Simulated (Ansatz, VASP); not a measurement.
# AgRh: VASP beside Ansatz

The input INCAR:

```
  ALGO = Normal
  EDIFF = 1E-7
  ENCUT = 520
  GGA = PS
  ISIF = 2
  ISMEAR = -1
  LASPH = True
  LCHARG = False
  LREAL = False
  LWAVE = False
  NBANDS = 20
  NELM = 60
  PREC = Accurate
  SIGMA = 0.05
```

File KPOINTS:

```
k-points
0
Gamma
  11 11 6
```

File POSCAR:

```
AgRh
1.0
    2.8141396046      0.0000000000      0.0000000000
   -1.4070698023      2.4371163874      0.0000000000
    0.0000000000      0.0000000000      4.8718803355
Ag Rh
1 1
Direct
    0.0000000000      0.0000000000      0.5000000000
    0.6666666667      0.3333333333      0.0000000000
```

input.yaml

```yaml
crystal:
  lattice:
    - [2.8141396046, 0.0, 0.0]
    - [-1.4070698023, 2.4371163874, 0.0]
    - [0.0, 0.0, 4.8718803355]
  atoms:
    - { symbol: Ag, position: [0.0, 0.0, 0.5] }
    - { symbol: Rh, position: [0.6666666667, 0.3333333333, 0.0] }
hamiltonian:
  xc: pbesol
  pseudopotentials: { kind: paw }
kpoints:
  mp_grid: { grid: [11, 11, 6] }
scf:
  occupations: { method: fermi_dirac, width: 0.05 }
output:
  forces: true
  stress: true
  eigenvalues: true
```

Change from the starting cell: volume scaled by 1.04.

Alike in both runs: task single point; functional PBEsol; k mesh 11 × 11 × 6; occupations fermi-dirac, width 0.05 eV; no spin polarisation.

```csv
,VASP,Ansatz
version,VASP 6.6.1,Ansatz 0.2.0
potentials or method,"VASP PAW PBE potentials, release 64 (Ag, Rh_pv)",Ansatz PAW
plane-wave cutoff (eV),520,420
valence electrons in the cell,26,36
```

VASP gave:

* gap on the k mesh at the Fermi level (eV): none
* pressure (GPa): -15.3
* largest component of the traceless stress (GPa): 0.53

Task: What did Ansatz give for the same quantities?

Result: gap on the k mesh at the Fermi level (eV): none; pressure (GPa): -15.1; largest component of the traceless stress (GPa): 0.49.

A gap of «none» marks a metal or a gap that the smearing closes. The functional is the same, so the differences come from potentials, cutoffs and numerics. The two sets of potentials don't hold the same shells in valence.

Caveats: the PAW data sets were made with another functional, which shifts forces and pressure a little (VASP); the PAW data sets come from PBE, with cores solved anew for the run's functional, which leaves a small shift of forces and pressure (Ansatz).
